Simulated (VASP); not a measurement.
Computed with optB86b-vdW, VASP's PBE PAW potentials (set 64) (plane waves; VASP).

A VASP calculation is set up with these files.

INCAR:
```
AGGAC = 0.0
ALGO = Normal
EDIFF = 1E-6
EDIFFG = -0.01
ENCUT = 520
GGA = MK
IBRION = 2
ISIF = 3
ISMEAR = 1
LASPH = T
LCHARG = F
LMAXMIX = 6
LREAL = F
LUSE_VDW = T
LWAVE = F
NELM = 100
NSW = 60
PARAM1 = 0.1234
PARAM2 = 1.0
PREC = Accurate
SIGMA = 0.1
SYSTEM = W
```

File KPOINTS:
```
Automatic mesh
0
Gamma
15 15 15
0 0 0
```

**POSCAR**
```
W
1
   -1.5800000000     1.5800000000     1.5800000000
    1.5800000000    -1.5800000000     1.5800000000
    1.5800000000     1.5800000000    -1.5800000000
W
1
Direct
  0.0000000000   0.0000000000   0.0000000000
```

POTCAR, in this order: W_sv (PBE.64 set). Program: vasp_std.

The resulting files:

OSZICAR:
```
       N       E                     dE             d eps       ncg     rms          rms(c)
DAV:   1     0.795702571138E+02    0.79570E+02   -0.78569E+03  2648   0.145E+03
DAV:   2    -0.910362126160E+01   -0.88674E+02   -0.85432E+02  2829   0.330E+02
DAV:   3    -0.106979588770E+02   -0.15943E+01   -0.15699E+01  2995   0.438E+01
DAV:   4    -0.107073626620E+02   -0.94038E-02   -0.94068E-02  2855   0.348E+00
DAV:   5    -0.107074283502E+02   -0.65688E-04   -0.65688E-04  2970   0.311E-01    0.212E+01
DAV:   6    -0.102361202822E+02    0.47131E+00   -0.54428E-01  2811   0.983E+00    0.852E+00
DAV:   7    -0.101115112066E+02    0.12461E+00   -0.28622E-01  2918   0.668E+00    0.592E-01
DAV:   8    -0.101071507470E+02    0.43605E-02   -0.37649E-03  2727   0.891E-01    0.149E-01
DAV:   9    -0.101071887434E+02   -0.37996E-04   -0.42666E-05  2964   0.865E-02    0.715E-02
DAV:  10    -0.101071850716E+02    0.36718E-05   -0.13366E-05  2844   0.568E-02    0.116E-02
DAV:  11    -0.101071854635E+02   -0.39187E-06   -0.13805E-07  1601   0.510E-03
   1 F= -.10107185E+02 E0= -.10107360E+02  d E =-.101072E+02
       N       E                     dE             d eps       ncg     rms          rms(c)
DAV:   1    -0.104348655279E+02   -0.32768E+00   -0.82385E+00  2715   0.462E+01    0.698E+00
DAV:   2    -0.101289735312E+02    0.30589E+00   -0.49336E-01  2694   0.924E+00    0.165E+00
DAV:   3    -0.100842591207E+02    0.44714E-01   -0.12749E-01  2759   0.465E+00    0.114E+00
DAV:   4    -0.100848154796E+02   -0.55636E-03   -0.37897E-03  2729   0.814E-01    0.712E-02
DAV:   5    -0.100848318560E+02   -0.16376E-04   -0.31318E-05  2868   0.699E-02    0.971E-03
DAV:   6    -0.100848328256E+02   -0.96960E-06   -0.57144E-07  1829   0.120E-02
   2 F= -.10084833E+02 E0= -.10084998E+02  d E =0.223526E-01
       N       E                     dE             d eps       ncg     rms          rms(c)
DAV:   1    -0.103174312871E+02   -0.23260E+00   -0.48002E+00  2706   0.341E+01    0.604E+00
DAV:   2    -0.101409448664E+02    0.17649E+00   -0.25616E-01  2691   0.707E+00    0.132E+00
DAV:   3    -0.101089643928E+02    0.31980E-01   -0.86235E-02  2753   0.393E+00    0.113E+00
DAV:   4    -0.101091611309E+02   -0.19674E-03   -0.20409E-03  2723   0.608E-01    0.728E-02
DAV:   5    -0.101091219239E+02    0.39207E-04   -0.20207E-04  2841   0.187E-01    0.778E-03
DAV:   6    -0.101091203946E+02    0.15293E-05   -0.25283E-06  2635   0.236E-02    0.375E-03
DAV:   7    -0.101091204458E+02   -0.51227E-07   -0.17582E-07  1455   0.616E-03
   3 F= -.10109120E+02 E0= -.10109289E+02  d E =-.193498E-02
```

File OUTCAR:
```
------------------------ aborting loop because EDIFF is reached ----------------------------------------
  FORCE on cell =-STRESS in cart. coord.  units (eV):
  Direction    XX          YY          ZZ          XY          YZ          ZX
  --------------------------------------------------------------------------------------
  Total       -0.0049205     -0.0049205     -0.0049205      0.0000000      0.0000000      0.0000000
  in kB       -0.4940986     -0.4940986     -0.4940986      0.0000000      0.0000000      0.0000000
  external PRESSURE =      -0.4940986 kB  Pullay stress =       0.0000000 kB
  volume of cell :       15.96
      direct lattice vectors                 reciprocal lattice vectors
    -1.585923744  1.585923744  1.585923744     0.000000000  0.315273670  0.315273670
     1.585923744 -1.585923744  1.585923744     0.315273670  0.000000000  0.315273670
     1.585923744  1.585923744 -1.585923744     0.315273670  0.315273670  0.000000000
 POSITION                                       TOTAL-FORCE (eV/Angst)
 -----------------------------------------------------------------------------------
     -0.00000      0.00000      0.00000        -0.000000      0.000000     -0.000000
 -----------------------------------------------------------------------------------
    total drift:                                0.000000     -0.000000      0.000000
  FREE ENERGIE OF THE ION-ELECTRON SYSTEM (eV)
  ---------------------------------------------------
  free  energy   TOTEN  =       -10.1091204458 eV

  energy  without entropy=      -10.1096264245  energy(sigma->0) =      -10.10928911

 reached required accuracy - stopping structural energy minimisation
```
(Selected blocks of OUTCAR.)

**CONTCAR**
```
W
   1.00000000000000
    -1.5859237443928635    1.5859237443928635    1.5859237443928635
     1.5859237443928635   -1.5859237443928635    1.5859237443928635
     1.5859237443928635    1.5859237443928635   -1.5859237443928635
  W
     1
Direct
     0.0000000000000000    0.0000000000000000    0.0000000000000000
```

The compound is W in the bcc structure. This run relaxes it. Symmetry was kept, so distortions that lower it aren't found.
